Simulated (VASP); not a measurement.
As:

```
As
1.0
     1.88080    1.08588    3.51406
    -1.88080    1.08588    3.51406
     0.00000   -2.17176    3.51406
As
2
Direct
  0.77400 0.77400 0.77400
  0.22600 0.22600 0.22600
```

```yaml
Program: VASP 6.6.1
Task: relaxation of cell and atoms
Functional: rev-vdW-DF2
Potentials_or_basis: VASP PAW PBE potentials, release 64 (As)
Cutoff: 600 eV
k_mesh: 12 × 12 × 12
Occupations: methfessel-paxton, width 0.1 eV
Spin: no spin polarisation
```

At the start: pressure 3.4 GPa; volume 21.53 Å³/atom.

How do energy, volume and symmetry change on relaxing?

Over 10 steps the energy falls by 13.7 meV/atom and the volume is 21.96 Å³/atom (+2.0 %); space group R-3m (No. 166, to 0.05 Å).

Step by step:
| step | energy change (eV) | largest force (eV/Å) | pressure (GPa) | volume (Å³) |
| --- | --- | --- | --- | --- |
| 1 | 0.0000 | 0.5738 | 3.41 | 43.06 |
| 2 | -0.0102 | 0.2850 | -2.71 | 45.98 |
| 3 | -0.0253 | 0.0664 | -0.24 | 44.66 |
| 4 | -0.0253 | 0.0759 | -0.18 | 44.63 |
| 5 | -0.0260 | 0.0501 | -0.09 | 44.47 |
| 6 | -0.0266 | 0.0121 | 0.12 | 44.09 |
| 7 | -0.0271 | 0.0255 | -0.03 | 44.08 |
| 8 | -0.0272 | 0.0391 | -0.19 | 44.06 |
| 9 | -0.0273 | 0.0237 | 0.16 | 43.82 |
| 10 | -0.0274 | 0.0014 | 0.02 | 43.92 |

Final structure:
```
As
1.0
     1.90907    1.10220    3.47874
    -1.90907    1.10220    3.47874
     0.00000   -2.20440    3.47874
As
2
Direct
  0.77117 0.77117 0.77117
  0.22883 0.22883 0.22883
```

Caveat: the PAW data sets were made with another functional, which shifts forces and pressure a little.
